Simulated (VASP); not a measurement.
**Re (hcp): computed properties**

Method: PBEsol GGA, VASP's PBE PAW potentials (set 64) (plane waves; VASP).

| Property | Value |
|---|---|
| space group | P6_3/mmc (194) |
| cell | a = 2.7493 Å, b = 2.7493 Å, c = 4.4480 Å, α = 90.00°, β = 90.00°, γ = 120.00° |
| volume per atom | 14.56 Å^3/atom |
| band gap (over mesh and band path) | none (metal, semimetal or under 0.01 eV) |
| density | 21.24 g/cm³ |

```
CELL_PARAMETERS angstrom
      1.37464    -2.38094     0.00000
      1.37464     2.38094     0.00000
      0.00000     0.00000     4.44801
ATOMIC_POSITIONS crystal
  Re 0.33333 0.66667 0.25000
  Re 0.66667 0.33333 0.75000
```

Measured: a 2.761 Å at 293 K (computed value off by -0.4 %), c 4.458 Å at 293 K (computed value off by -0.2 %), as given by Wikipedia, Rhenium (infobox). The calculation is for a static lattice, while the measured a, c hold thermal and zero-point effects, which are part of the difference. Unless said otherwise, spin-orbit coupling is left out, though it shifts the bands of the heavy elements here.

The compound is Re in the hcp structure. It was relaxed first. Symmetry was kept, so distortions that lower it aren't found.
